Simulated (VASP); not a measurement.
Data:

```yaml
crystal:
  lattice:
    - [1.53848, -2.66473, 0.00000]
    - [1.53848, 2.66473, 0.00000]
    - [0.00000, 0.00000, 3.48008]
  atoms:
    - { symbol: Mg, position: [0.00000, 0.00000, 0.00000] }
    - { symbol: B, position: [0.33333, 0.66667, 0.50000] }
    - { symbol: B, position: [0.66667, 0.33333, 0.50000] }
```

Computed with revTPSS meta-GGA, VASP's PBE PAW potentials (set 64) (plane waves; VASP 6.6.1). Run with 520 eV cut-off, 13×13×10 Γ-centred mesh, tetrahedra with Blöchl corrections, potentials Mg B.

Question: Give the energies of bands 1 to 6 at the high-symmetry points, in eV from the Fermi level.

Answer: 
```csv
band,Γ,M,K,A,L,H
1,-12.70,-8.74,-7.44,-11.38,-7.72,-6.50
2,-2.85,-8.00,-7.44,-7.51,-7.05,-6.50
3,0.40,-2.18,-5.96,0.81,-3.61,-5.25
4,0.40,0.34,1.95,0.81,-1.87,-2.03
5,1.86,3.28,1.95,6.81,-1.29,-2.03
6,6.46,3.84,6.42,6.81,5.76,3.72
```

It has no gap at this level: it comes out as a metal or semimetal.

The compound is MgB2 in the AlB2 type structure. It was relaxed first.
